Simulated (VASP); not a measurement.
Method: r2SCAN meta-GGA, VASP's PBE PAW potentials (set 64) (plane waves; VASP).

VASP input:

### INCAR
```
SYSTEM=CsPbCl3
PREC=Accurate; ENCUT=400; LREAL=.False.
LASPH=.True.
EDIFF=1E-6; NELM=100; ALGO=Normal
LMAXMIX=4; LMIXTAU=.True.
ISMEAR=0; SIGMA=0.05
METAGGA=R2SCAN
IBRION=2; NSW=60; ISIF=3
EDIFFG=-0.02
LWAVE=.False.; LCHARG=.False.
```

### POSCAR
```
CsPbCl3
1
    5.6676036988     0.0000000000     0.0000000000
    0.0000000000     5.5184129034     5.5194451136
    0.0000000000    -5.5184129034     5.5194451136
Cs Pb Cl
2 2 6
Direct
  0.5000000000   0.5074996700   0.5074996700
  0.5000000000   0.0057148426   0.0057148426
  0.0000000000   0.5071697317   0.0073060644
  0.0000000000   0.0073060644   0.5071697317
  0.0000000000   0.1979030327   0.8164037450
  0.0000000000   0.8164037450   0.1979030327
  0.5000000000   0.0069665214   0.5078092708
  0.5000000000   0.5078092708   0.0069665214
  0.0000000000   0.6986401614   0.6986401614
  0.0000000000   0.3166069601   0.3166069601
```

**KPOINTS**
```
Automatic mesh
0
Gamma
4 3 3
0 0 0
```

POTCAR, in this order: Cs_sv Pb_d Cl (PBE.64 set). Program: vasp_std.

What VASP printed:

**OUTCAR**
```
 ion  position               nearest neighbor table
   1  0.500  0.507  0.507-
   2  0.500  0.006  0.006-
   3  0.000  0.507  0.007-   8 2.83   8 2.83   9 2.83  10 2.84   6 2.84   5 2.84
   4  0.000  0.007  0.507-   7 2.83   7 2.83   9 2.83  10 2.84   5 2.84   6 2.84
   5  0.000  0.198  0.816-   4 2.84   3 2.84
   6  0.000  0.816  0.198-   3 2.84   4 2.84
   7  0.500  0.007  0.508-   4 2.83   4 2.83
   8  0.500  0.508  0.007-   3 2.83   3 2.83
   9  0.000  0.699  0.699-   3 2.83   4 2.83
  10  0.000  0.317  0.317-   3 2.84   4 2.84
  LATTYP: Found a base centered orthorhombic cell.
 ALAT       =    11.0368258068
 B/A-ratio  =     1.0001870484
 C/A-ratio  =     0.5135175455
 Subroutine PRICEL returns:
 Original cell was already a primitive cell.
 Subroutine GETGRP returns: Found  4 space group operations
The static configuration has the point symmetry C_2v.
The dynamic configuration has the point symmetry C_2v.
 Subroutine INISYM returns: Found  4 space group operations
 Subroutine IBZKPT returns following result:
 Found     12 irreducible k-points:

 Following reciprocal coordinates:
            Coordinates               Weight
  0.000000  0.000000  0.000000      1.000000
  0.250000  0.000000  0.000000      2.000000
  0.500000  0.000000  0.000000      1.000000
  0.000000  0.333333 -0.000000      4.000000
  0.250000  0.333333 -0.000000      8.000000
  0.500000  0.333333 -0.000000      4.000000
  0.000000  0.333333  0.333333      2.000000
  0.250000  0.333333  0.333333      4.000000
  0.500000  0.333333  0.333333      2.000000
  0.000000 -0.333333  0.333333      2.000000
  0.250000 -0.333333  0.333333      4.000000
  0.500000 -0.333333  0.333333      2.000000
   k-points           NKPTS =     12   k-points in BZ     NKDIM =     12   number of bands    NBANDS=     52
   number of dos      NEDOS =    301   number of ions     NIONS =     10
...
```

**OSZICAR**
```
       N       E                     dE             d eps       ncg     rms          rms(c)
DAV:   1     0.611865648933E+03    0.61187E+03   -0.34296E+04  1248   0.129E+03
DAV:   2    -0.123488007609E+03   -0.73535E+03   -0.71303E+03  1528   0.342E+02
DAV:   3    -0.234666086643E+03   -0.11118E+03   -0.11068E+03  1568   0.157E+02
DAV:   4    -0.238984407311E+03   -0.43183E+01   -0.43052E+01  1584   0.387E+01
DAV:   5    -0.239175308215E+03   -0.19090E+00   -0.19082E+00  1692   0.722E+00    0.753E+00
DAV:   6    -0.226761279309E+03    0.12414E+02   -0.72236E+00  1720   0.287E+01    0.685E+00
DAV:   7    -0.216368824132E+03    0.10392E+02   -0.28766E+00  1296   0.866E+00    0.284E+00
DAV:   8    -0.216353199857E+03    0.15624E-01   -0.16777E+00  1704   0.710E+00    0.183E+00
DAV:   9    -0.216251496754E+03    0.10170E+00   -0.32177E-01  1380   0.343E+00    0.117E+00
DAV:  10    -0.216348666797E+03   -0.97170E-01   -0.20784E-01  1280   0.285E+00    0.445E-01
DAV:  11    -0.216309855951E+03    0.38811E-01   -0.36140E-01  1292   0.381E+00    0.279E-01
DAV:  12    -0.216348936836E+03   -0.39081E-01   -0.37600E-02  1272   0.120E+00    0.348E-01
DAV:  13    -0.216380248585E+03   -0.31312E-01   -0.42849E-03  1664   0.421E-01    0.224E-01
DAV:  14    -0.216412927709E+03   -0.32679E-01   -0.96535E-03  1452   0.759E-01    0.805E-02
DAV:  15    -0.216410618350E+03    0.23094E-02   -0.48012E-03  1788   0.455E-01    0.157E-01
DAV:  16    -0.216415446678E+03   -0.48283E-02   -0.12084E-03  1312   0.225E-01    0.128E-01
DAV:  17    -0.216416668252E+03   -0.12216E-02   -0.24648E-04  1580   0.117E-01    0.860E-02
DAV:  18    -0.216417556670E+03   -0.88842E-03   -0.28108E-04  1696   0.117E-01    0.397E-02
DAV:  19    -0.216417614076E+03   -0.57406E-04   -0.22868E-04  1824   0.949E-02    0.730E-03
DAV:  20    -0.216417601401E+03    0.12675E-04   -0.26369E-05  1472   0.329E-02    0.925E-03
DAV:  21    -0.216417652559E+03   -0.51157E-04   -0.14396E-05  1192   0.216E-02    0.497E-03
DAV:  22    -0.216417666701E+03   -0.14142E-04   -0.40141E-06  1208   0.144E-02    0.492E-03
DAV:  23    -0.216417663465E+03    0.32355E-05   -0.92620E-07   860   0.645E-03    0.500E-03
DAV:  24    -0.216417667985E+03   -0.45193E-05   -0.45914E-06  1024   0.146E-02    0.583E-04
DAV:  25    -0.216417668253E+03   -0.26874E-06   -0.57046E-07   944   0.467E-03
   1 F= -.21641767E+03 E0= -.21641767E+03  d E =-.216418E+03
       N       E                     dE             d eps       ncg     rms          rms(c)
DAV:   1    -0.216867979614E+03   -0.45031E+00   -0.13761E+01  1704   0.297E+01    0.393E+00
DAV:   2    -0.216500722339E+03    0.36726E+00   -0.77305E-01  1672   0.660E+00    0.138E+00
DAV:   3    -0.216429219172E+03    0.71503E-01   -0.24316E-01  1556   0.361E+00    0.522E-01
DAV:   4    -0.216434530780E+03   -0.53116E-02   -0.51625E-02  1520   0.169E+00    0.201E-01
DAV:   5    -0.216441455542E+03   -0.69248E-02   -0.18245E-02  1264   0.906E-01    0.863E-02
DAV:   6    -0.216445808074E+03   -0.43525E-02   -0.61263E-03  1272   0.511E-01    0.562E-02
DAV:   7    -0.216447172312E+03   -0.13642E-02   -0.14321E-03  1324   0.228E-01    0.217E-02
DAV:   8    -0.216447447979E+03   -0.27567E-03   -0.23298E-04  1300   0.945E-02    0.895E-03
DAV:   9    -0.216447450846E+03   -0.28678E-05   -0.40232E-05  1456   0.387E-02    0.376E-03
DAV:  10    -0.216447466846E+03   -0.15999E-04   -0.23321E-05  1304   0.327E-02    0.353E-03
DAV:  11    -0.216447477460E+03   -0.10615E-04   -0.48553E-06  1168   0.161E-02    0.114E-03
DAV:  12    -0.216447477651E+03   -0.19053E-06   -0.60981E-07   924   0.473E-03
   2 F= -.21644748E+03 E0= -.21644748E+03  d E =-.298094E-01
       N       E                     dE             d eps       ncg     rms          rms(c)
DAV:   1    -0.216454556247E+03   -0.70788E-02   -0.21320E-01  1704   0.358E+00    0.498E-01
DAV:   2    -0.216448680993E+03    0.58753E-02   -0.12202E-02  1672   0.843E-01    0.172E-01
DAV:   3    -0.216447612926E+03    0.10681E-02   -0.37956E-03  1564   0.451E-01    0.683E-02
DAV:   4    -0.216447618499E+03   -0.55732E-05   -0.84630E-04  1552   0.216E-01    0.252E-02
DAV:   5    -0.216447823890E+03   -0.20539E-03   -0.26768E-04  1280   0.108E-01    0.111E-02
DAV:   6    -0.216447838677E+03   -0.14787E-04   -0.82736E-05  1272   0.592E-02    0.709E-03
DAV:   7    -0.216447861973E+03   -0.23295E-04   -0.27510E-05  1360   0.318E-02    0.324E-03
DAV:   8    -0.216447866935E+03   -0.49617E-05   -0.38504E-06  1204   0.121E-02    0.142E-03
DAV:   9    -0.216447866726E+03    0.20835E-06   -0.73758E-07   864   0.585E-03
   3 F= -.21644787E+03 E0= -.21644787E+03  d E =-.301985E-01
```

File OUTCAR:
```
------------------------ aborting loop because EDIFF is reached ----------------------------------------
  FORCE on cell =-STRESS in cart. coord.  units (eV):
  Direction    XX          YY          ZZ          XY          YZ          ZX
  --------------------------------------------------------------------------------------
  Total        0.1310086     -0.0809217     -0.0981552      0.0000000      0.0000000      0.0000000
  in kB        0.5898156     -0.3643187     -0.4419058      0.0000000      0.0000000      0.0000000
  external PRESSURE =      -0.0721363 kB  Pullay stress =       0.0000000 kB
  volume of cell :      355.87
      direct lattice vectors                 reciprocal lattice vectors
     5.747601492  0.000000000  0.000000000     0.173985618  0.000000000  0.000000000
     0.000000000  5.564219729  5.563821997     0.000000000  0.089859859  0.089866283
     0.000000000 -5.564219729  5.563821997     0.000000000 -0.089859859  0.089866283
 POSITION                                       TOTAL-FORCE (eV/Angst)
 -----------------------------------------------------------------------------------
      2.87380      0.00000      5.64723         0.000000      0.000000     -0.000318
      2.87380      0.00000      0.06372         0.000000      0.000000      0.001271
      0.00000      2.78105      2.86239         0.000000     -0.002458     -0.000716
      0.00000     -2.78105      2.86239         0.000000      0.002458     -0.000716
      0.00000     -3.44206      5.64342         0.000000      0.003874     -0.000659
      0.00000      3.44206      5.64342         0.000000     -0.003874     -0.000659
      2.87380     -2.78675      2.86418         0.000000      0.000884      0.001562
      2.87380      2.78675      2.86418         0.000000     -0.000884      0.001562
      0.00000      0.00000      7.77330         0.000000      0.000000     -0.000448
      0.00000      0.00000      3.52394         0.000000      0.000000     -0.000879
 -----------------------------------------------------------------------------------
    total drift:                                0.000000      0.000004     -0.004184
  FREE ENERGIE OF THE ION-ELECTRON SYSTEM (eV)
  ---------------------------------------------------
  free  energy   TOTEN  =      -216.4478667262 eV

  energy  without entropy=     -216.4478667262  energy(sigma->0) =     -216.44786673

 reached required accuracy - stopping structural energy minimisation
```
(Selected blocks of OUTCAR.)

### CONTCAR
```
CsPbCl3
   1.00000000000000
     5.7476014919824481    0.0000000000000000    0.0000000000000000
     0.0000000000000000    5.5642197285671804    5.5638219973895264
     0.0000000000000000   -5.5642197285671804    5.5638219973895264
  Cs              Pb              Cl
     2     2     6
Direct
     0.5000000000000000    0.5074951791688710    0.5074951791688710
     0.5000000000000000    0.0057266107716584    0.0057266107716584
     0.0000000000000000    0.5071373009346899    0.0073269138450328
     0.0000000000000000    0.0073269138450328    0.5071373009346899
     0.0000000000000000    0.1978505243937949    0.8164558609451454
     0.0000000000000000    0.8164558609451454    0.1978505243937949
     0.5000000000000000    0.0069764429894864    0.5078103009464113
     0.5000000000000000    0.5078103009464113    0.0069764429894864
     0.0000000000000000    0.6985578145001556    0.6985578145001556
     0.0000000000000000    0.3166830516047651    0.3166830516047651
```

Energy and stress use the plane-wave basis of the starting cell.

The structure comes from a computed database's CsPbCl3 entry (Amm2); how it stands against other phases isn't given here. This run relaxes it. Symmetry was kept, so distortions that lower it aren't found. The start is the result of an earlier pass.
